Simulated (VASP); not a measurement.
A cell of LiH (rock salt) near equilibrium:

```
LiH
1.0
    0.00000     1.99705     1.99705
    1.99705     0.00000     1.99705
    1.99705     1.99705     0.00000
Li H
1 1
Direct
  0.00000   0.00000   0.00000
  0.50000   0.50000   0.50000
```

Computed with r2SCAN meta-GGA, VASP's PBE PAW potentials (set 64) (plane waves; VASP).

```csv
run,ΔE (meV/atom),σxx,σyy,σzz,"largest shear component, with its sign (GPa)",gap (eV)
as it is,0.0,-0.05,-0.05,-0.05,0.00,3.57
after one change,1.2,-0.07,0.10,0.10,-1.58,3.57
```
Stress is in GPa, positive when the cell is compressed; gaps are those on the k-mesh, and 0.00 means metallic.

Q: Name the change that produced these shifts.
A) shear strain γ_yz = +2.0 %
B) shear strain γ_yz = +3.0 %
C) shear strain γ_yz = +4.0 %
D) biaxial strain of -3.0 % in the xz plane

A: B, shear strain γ_yz = +3.0 %

The compound is LiH in the rock salt structure.
